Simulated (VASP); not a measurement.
# Li2MnN2 (P-3m1) in VASP: single point with LDA+U

Aim: the single point of Li2MnN2 with LDA+U.

All numbers are computed with VASP 6.6.1; they aren't measurements. Logs are shortened: lines on timing, memory, paths and dates and some standing lists are left out, and cuts for length are marked.

## 1. Starting point

It takes space group P-3m1 (No. 164, trigonal). The conventional cell has a = 3.026 Å, b = 3.026 Å, c = 5.423 Å, α = 90.00°, β = 90.00°, γ = 120.00°. Around Mn (site symmetry -3m) lie 6 N at 2.05 Å. N (site symmetry 3m) has 3 Li at 1.94 Å and 3 Mn at 2.05 Å as nearest neighbours. Around Li (site symmetry 3m) lie 3 N at 1.94 Å.

The cell comes from a database or a generator and needn't be the stable form of this composition.

## 2. Single point, LDA+U, collinear spin, typed start

Contents of INCAR:

```
SYSTEM = Li2MnN2
ALGO     = Normal         ! electronic algorithm
EDIFF    = 1E-6           ! SCF threshold, eV
ENCUT    = 520            ! plane-wave cutoff, eV
GGA      = CA             ! functional
ISIF     = 2              ! what is computed and relaxed
ISMEAR   = -1             ! smearing method
ISPIN    = 2              ! spin polarisation
LASPH    = .True.         ! aspherical terms in the spheres
LCHARG   = .False.        ! write CHGCAR
LDAU     = .True.         ! DFT+U
LDAUJ    = 0 0 0        
LDAUL    = 2 -1 -1        ! shell
LDAUPRINT= 1            
LDAUTYPE = 2            
LDAUU    = 2 0 0          ! U, eV
LMAXMIX  = 4              ! l up to which the mixer works
LORBIT   = 11             ! projections on sites
LREAL    = .False.        ! projectors in reciprocal space
LWAVE    = .False.        ! write WAVECAR
MAGMOM   = 4 0 0 0 0      ! initial moments
NBANDS   = 26             ! bands
NELM     = 150            ! most SCF steps
PREC     = Accurate       ! precision mode
SIGMA    = 0.05           ! smearing width, eV
```

Contents of KPOINTS:

```
k-points
0
Gamma
  10 10 5
  0 0 0
```

Contents of POSCAR:

```
Li2MnN2
1.0
    3.0263108700      0.0000000000      0.0000000000
   -1.5131554350      2.6208620932      0.0000000000
    0.0000000000      0.0000000000      5.4232150000
Mn N Li
1 2 2
Direct
    0.0000000000      0.0000000000      0.0000000000
    0.3333333333      0.6666666667      0.1993190000
    0.6666666667      0.3333333333      0.8006810000
    0.3333333333      0.6666666667      0.6462630000
    0.6666666667      0.3333333333      0.3537370000
```

Potentials or basis: VASP PAW LDA potentials, release 64 (Mn_pv, N, Li_sv).

Launch:

```
$ cat potpaw_LDA.64/Mn_pv/POTCAR potpaw_LDA.64/N/POTCAR potpaw_LDA.64/Li_sv/POTCAR > POTCAR
$ mpirun -np 1 vasp_std > vasp.out
```

OUTCAR:

```text
SYSTEM = Li2MnN2
   EDIFF = 1E-6
   ENCUT = 520
   GGA = CA
   ISIF = 2
   ISMEAR = -1
   ISPIN = 2
   LASPH = .True.
   LORBIT = 11
   LREAL = .False.
   NELM = 150
   PREC = Accurate

 ion  position               nearest neighbor table
   1  0.000  0.000  0.000-   2 2.05   3 2.05   3 2.05   2 2.05   3 2.05   2 2.05   4 2.59   5 2.59
                             5 2.59   4 2.59   4 2.59   5 2.59
   2  0.333  0.667  0.199-   5 1.94   5 1.94   5 1.94   1 2.05   1 2.05   1 2.05
   3  0.667  0.333  0.801-   4 1.94   4 1.94   4 1.94   1 2.05   1 2.05   1 2.05
   4  0.333  0.667  0.646-   3 1.94   3 1.94   3 1.94   5 2.36   5 2.36   5 2.36   1 2.59   1 2.59
                             1 2.59
   5  0.667  0.333  0.354-   2 1.94   2 1.94   2 1.94   4 2.36   4 2.36   4 2.36   1 2.59   1 2.59
                             1 2.59

  LATTYP: Found a hexagonal cell.
 ALAT       =     3.0263108700
 C/A-ratio  =     1.7920217826

  Lattice vectors:

 A1 = (   3.0263108700,   0.0000000000,   0.0000000000)
 A2 = (  -1.5131554350,   2.6208620932,   0.0000000000)
 A3 = (   0.0000000000,   0.0000000000,   5.4232150000)

Analysis of symmetry for initial positions (statically):
=====================================================================
 Subroutine PRICEL returns:
 Original cell was already a primitive cell.

 Routine SETGRP: Setting up the symmetry group for a
 hexagonal supercell.

 Subroutine GETGRP returns: Found 12 space group operations
 (whereof 12 operations were pure point group operations)
 out of a pool of 24 trial point group operations.

The static configuration has the point symmetry D_3d.

Analysis of symmetry for dynamics (positions and initial velocities):
=====================================================================
 Subroutine PRICEL returns:
 Original cell was already a primitive cell.

 Routine SETGRP: Setting up the symmetry group for a
 hexagonal supercell.

 Subroutine GETGRP returns: Found 12 space group operations
 (whereof 12 operations were pure point group operations)
 out of a pool of 24 trial point group operations.

The dynamic configuration has the point symmetry D_3d.

Analysis of structural, dynamic, and magnetic symmetry:
=====================================================================
 Subroutine PRICEL returns:
 Original cell was already a primitive cell.

 Routine SETGRP: Setting up the symmetry group for a
 hexagonal supercell.

 Subroutine GETGRP returns: Found 12 space group operations
 (whereof 12 operations were pure point group operations)
 out of a pool of 24 trial point group operations.

The overall configuration has the point symmetry D_3d.

 Subroutine INISYM returns: Found 12 space group operations
 (whereof 12 operations are pure point group operations),
 and found     1 'primitive' translations

----------------------------------------------------------------------------------------

                                     Primitive cell

  volume of cell :      43.0145

  direct lattice vectors                    reciprocal lattice vectors
     3.026310870  0.000000000  0.000000000     0.330435320  0.190776921  0.000000000
    -1.513155435  2.620862093  0.000000000     0.000000000  0.381553842  0.000000000
     0.000000000  0.000000000  5.423215000     0.000000000  0.000000000  0.184392468

  length of vectors
     3.026310870  3.026310870  5.423215000     0.381553842  0.381553842  0.184392468

  position of ions in fractional coordinates (direct lattice)
     0.000000000  0.000000000  0.000000000
     0.333333333  0.666666667  0.199319000
     0.666666667  0.333333333  0.800681000
     0.333333333  0.666666667  0.646263000
     0.666666667  0.333333333  0.353737000

  ion indices of the primitive-cell ions
[... 91 lines left out ...]
   EMIN   =  10.00;   EMAX   =-10.00  energy-range for DOS
   EFERMI =   0.00;   METHOD = LEGACY
   ISMEAR =    -1;   SIGMA  =   0.05  broadening in eV -4-tet -1-fermi 0-gaus
   EFERMI_NEDOS =   21; number of points for ismear=-14 and -15
   IALGO  =     38    algorithm
   IMIX   =      4    mixing-type and parameters
     AMIX     =   0.40;   BMIX     =  1.00
     AMIX_MAG =   1.60;   BMIX_MAG =  1.00
  volume/ion in A,a.u.               =       8.60        58.06
  Fermi-wavevector in a.u.,A,eV,Ry     =   1.435498  2.712698 28.036915  2.060655
  Thomas-Fermi vector in A             =   2.554790
   LORBIT       =     11    0 simple, 1 ext, 2 COOP (PROOUT), +10 PAW based schemes
 LDA+U is selected, type is set to LDAUTYPE =  2
   angular momentum for each species LDAUL =     2   -1   -1
   U (eV)           for each species LDAUU =   2.0  0.0  0.0
   J (eV)           for each species LDAUJ =   0.0  0.0  0.0
   GGA     = CA    functional components
   LHFCALC =     F    Hartree Fock is set to
   AEXX    =    0.0000 exact exchange contribution
   IVDW    =     0    specifies the selected vdW correction
   LEPSILON=     F    determine dielectric tensor
   LRPA    =     F    only Hartree local field effects (RPA)
 spin polarized calculation
  energy-cutoff  :      520.00
  volume of cell :       43.01
 maximum number of plane-waves:      1178
 NGX is ok and might be reduce to    24
   NGX = 11   NGY = 11   NGZ = 21

atom =   1  type =  1  l = 2

 onsite density matrix

spin component  1

  0.8095  0.0000  0.0000  0.1788  0.0000
  0.0000  0.6862  0.0000 -0.0000  0.1788
  0.0000  0.0000  0.9357 -0.0000  0.0000
  0.1788 -0.0000 -0.0000  0.6862  0.0000
  0.0000  0.1788  0.0000  0.0000  0.8095

spin component  2

  0.1927 -0.0000 -0.0000 -0.1036 -0.0000
 -0.0000  0.2690 -0.0000  0.0000 -0.1036
 -0.0000 -0.0000  0.1004  0.0000  0.0000
 -0.1036  0.0000  0.0000  0.2690 -0.0000
 -0.0000 -0.1036  0.0000 -0.0000  0.1927

 occupancies and eigenvectors

  o =  0.1004  v =  0.0000  0.0000  0.0000  0.0000  0.0000 -0.0000  0.0000 -1.0000 -0.0000  0.0000      0.0000  0.0000  0.0000  0.0000  0.0000  0.0000  0.0000  0.0000  0.0000  0.0000
  o =  0.1204  v =  0.0000  0.0000  0.0000  0.0000  0.0000  0.8202  0.0000  0.0000  0.5721  0.0000      0.0000  0.0000  0.0000  0.0000  0.0000  0.0000  0.0000  0.0000  0.0000  0.0000
  o =  0.1204  v =  0.0000  0.0000  0.0000  0.0000  0.0000 -0.0000  0.5721  0.0000 -0.0000  0.8202      0.0000  0.0000  0.0000  0.0000  0.0000  0.0000  0.0000  0.0000  0.0000  0.0000
  o =  0.3412  v =  0.0000  0.0000  0.0000  0.0000  0.0000 -0.5721 -0.0000  0.0000  0.8202  0.0000      0.0000  0.0000  0.0000  0.0000  0.0000  0.0000  0.0000  0.0000  0.0000  0.0000
  o =  0.3412  v =  0.0000  0.0000  0.0000  0.0000  0.0000 -0.0000  0.8202 -0.0000  0.0000 -0.5721      0.0000  0.0000  0.0000  0.0000  0.0000  0.0000  0.0000  0.0000  0.0000  0.0000
  o =  0.5587  v =  0.5806  0.0000  0.0000 -0.8142 -0.0000  0.0000  0.0000  0.0000  0.0000  0.0000      0.0000  0.0000  0.0000  0.0000  0.0000  0.0000  0.0000  0.0000  0.0000  0.0000
  o =  0.5587  v = -0.0000  0.8142  0.0000  0.0000 -0.5806  0.0000  0.0000  0.0000  0.0000  0.0000      0.0000  0.0000  0.0000  0.0000  0.0000  0.0000  0.0000  0.0000  0.0000  0.0000
  o =  0.9357  v = -0.0000 -0.0000  1.0000 -0.0000 -0.0000  0.0000  0.0000  0.0000  0.0000  0.0000      0.0000  0.0000  0.0000  0.0000  0.0000  0.0000  0.0000  0.0000  0.0000  0.0000
  o =  0.9370  v =  0.8142 -0.0000 -0.0000  0.5806 -0.0000  0.0000  0.0000  0.0000  0.0000  0.0000      0.0000  0.0000  0.0000  0.0000  0.0000  0.0000  0.0000  0.0000  0.0000  0.0000
  o =  0.9370  v =  0.0000  0.5806  0.0000  0.0000  0.8142  0.0000  0.0000  0.0000  0.0000  0.0000      0.0000  0.0000  0.0000  0.0000  0.0000  0.0000  0.0000  0.0000  0.0000  0.0000

 number of electron      29.0000004 magnetization       2.9997662

 Free energy of the ion-electron system (eV)
  ---------------------------------------------------
  ext. energy  EPLUGINS =         0.00000000
  ---------------------------------------------------
  free energy    TOTEN  =       -33.47119967 eV

  energy without entropy =      -33.47119232  energy(sigma->0) =      -33.47119600

 E-fermi :   5.8054     XC(G=0): -11.6649

 val. band max:        5.3245347654   @ k =   0.1000   0.1000   0.0000
 cond. band min:       6.2146189190   @ k =   0.5000   0.0000   0.4000
 fundamental gap:      0.8900841536
 Fermi energy:         5.8054405312

 spin component 1

 k-point     1 :       0.0000    0.0000    0.0000
  band No.  band energies     occupation
      1     -44.2672      1.00000
      2     -44.2048      1.00000
      3     -44.2048      1.00000
      4     -38.2324      1.00000
      5     -38.0806      1.00000
      6      -9.5314      1.00000
[... 1385 lines left out ...]
     25      20.0920      0.00000
     26      21.1457      0.00000

 [... further k-points ...]

------------------------ aborting loop because EDIFF is reached ----------------------------------------

  FORCE on cell =-STRESS in cart. coord.  units (eV):
  Direction    XX          YY          ZZ          XY          YZ          ZX
  --------------------------------------------------------------------------------------
  -------------------------------------------------------------------------------------
  Total       -3.1248818     -3.1248818     -2.6419873      0.0000000     -0.0000000     -0.0000000
  in kB     -116.3937471   -116.3937471    -98.4071789      0.0000000     -0.0000000     -0.0000000
  external PRESSURE =    -110.3982244 kB  Pullay stress =       0.0000000 kB

 VOLUME and BASIS-vectors are now :
 -----------------------------------------------------------------------------
  energy-cutoff  :      520.00
  volume of cell :       43.01
      direct lattice vectors                 reciprocal lattice vectors
     3.026310870  0.000000000  0.000000000     0.330435320  0.190776921  0.000000000
    -1.513155435  2.620862093  0.000000000     0.000000000  0.381553842  0.000000000
     0.000000000  0.000000000  5.423215000     0.000000000  0.000000000  0.184392468

 POSITION                                       TOTAL-FORCE (eV/Angst)
 -----------------------------------------------------------------------------------
      0.00000      0.00000      0.00000         0.000000      0.000000      0.000000
     -0.00000      1.74724      1.08095        -0.000000     -0.000000     -0.306317
      1.51316      0.87362      4.34227         0.000000      0.000000      0.306317
     -0.00000      1.74724      3.50482         0.000000     -0.000000      0.148097
      1.51316      0.87362      1.91839        -0.000000      0.000000     -0.148097
 -----------------------------------------------------------------------------------
    total drift:                               -0.000000     -0.000000      0.000000

  FREE ENERGIE OF THE ION-ELECTRON SYSTEM (eV)
  ---------------------------------------------------
  free  energy   TOTEN  =       -33.4711996689 eV

  energy  without entropy=      -33.4711923238  energy(sigma->0) =      -33.47119600

 total charge

# of ion       s       p       d       tot
------------------------------------------
    1        0.336   6.415   4.920  11.671
    2        1.228   2.413   0.000   3.641
    3        1.228   2.413   0.000   3.641
    4        2.040   0.126   0.000   2.166
    5        2.040   0.126   0.000   2.166
--------------------------------------------------
tot          6.871  11.494   4.920  23.285

 magnetization (x)

# of ion       s       p       d       tot
------------------------------------------
    1        0.029   0.038   2.901   2.969
    2       -0.001  -0.016   0.000  -0.018
    3       -0.001  -0.016   0.000  -0.018
    4       -0.000  -0.005   0.000  -0.005
    5       -0.000  -0.005   0.000  -0.005
--------------------------------------------------
tot          0.026  -0.004   2.901   2.924
```

It took 3.4 min on 1 thread of AMD EPYC 7R43 (Zen 3), shared host; peak memory 0.18 GiB.

Results:

| Property | Result |
| --- | --- |
| Free energy | -33.4712 eV |
| Largest force | 0.306 eV/Å |
| Band gap on the k mesh | 0.89 eV, indirect (least direct gap 1.12 eV) |
| Net moment | 3.00 μB per cell |
| Site moments | Mn +2.97; N -0.02; Li -0.01 μB |
| Valence electrons inside the program's atomic spheres | Mn 11.67; N 3.64; Li 2.17 |

Forces on the atoms (eV/Å):
```
Mn   0.000  0.000  0.000
N    0.000  0.000 -0.306
N    0.000  0.000  0.306
Li   0.000  0.000  0.148
Li   0.000  0.000 -0.148
```

Levels at points of the mesh, in eV from the valence-band top:
Spin up:
```tsv
k point	band 12	band 13	band 14	band 15	band 16	band 17	band 18	band 19	band 20	band 21
(0.00, 0.00, 0.00)	-2.82	-1.71	-0.21	-0.02	-0.02	2.50	2.50	4.30	8.40	9.32
(0.50, 0.00, 0.00)	-2.33	-2.24	-1.92	-1.77	-1.39	1.81	2.39	5.94	8.36	9.26
```
Spin down:
| k point | band 11 | band 12 | band 13 | band 14 | band 15 | band 16 |
| --- | --- | --- | --- | --- | --- | --- |
| (0.00, 0.00, 0.00) | -0.21 | 0.00 | 0.00 | 1.12 | 1.12 | 1.66 |
| (0.50, 0.00, 0.00) | -2.91 | -1.83 | -1.69 | 1.03 | 2.03 | 2.39 |

Eigenvalues of the final occupation matrices:
```tsv
site	spin	trace	eigenvalues
site 1 d	1	3.93	0.56 0.56 0.94 0.94 0.94
site 1 d	2	1.02	0.10 0.12 0.12 0.34 0.34
```

Caveat: the cutoff is under 1.25 times the usual one of these potentials, so pressure, stress and relaxed cells hold a basis-set (Pulay) error; an odd mesh through Γ misses points on the zone boundary, where band edges often lie; a cell with one magnetic atom can't hold antiferromagnetic order, which such compounds often take.
